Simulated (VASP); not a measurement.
Consider the following.

```
Cr
1.0
    2.88000     0.00000     0.00000
    0.00000     2.88000     0.00000
    0.00000     0.00000     2.88000
Cr
2
Cartesian
  0.00000   0.00000   0.00000
  1.44000   1.44000   1.44000
```
Starting moments (μB, in the order of the record's atoms Cr Cr): 1.5 -1.5.

The numbers are results of r2SCAN meta-GGA, VASP's PBE PAW potentials (set 64) (plane waves; VASP), not measurements. Numerical set-up: 520 eV cut-off, 11×11×11 Γ-centred mesh, first-order Methfessel-Paxton smearing of 0.10 eV, potentials Cr_pv.

Energy and stress use the plane-wave basis of the starting cell.

Question: The ions, cell shape and volume are relaxed. Give the cell that the relaxation ends in.

Answer: 
```
Cr
1.0
    2.96795     0.00000     0.00000
    0.00000     2.96795     0.00000
    0.00000     0.00000     2.96795
Cr
2
Cartesian
  0.00000   0.00000   0.00000
  1.48398   1.48398   1.48398
```
Space group Im-3m (229), at a tolerance of 0.03 Å. The cell ends with 0.00 μB, on the sites 2.73 -2.73 μB.

Question: How do energy and volume change from the first to the last step?

Answer: The energy (σ→0) changes by -37.9 meV/atom and the volume by +9.4 %, in 3 ionic steps.

The compound is Cr in the bcc, AFM order structure. This run relaxes it. Symmetry was kept, so distortions that lower it aren't found.
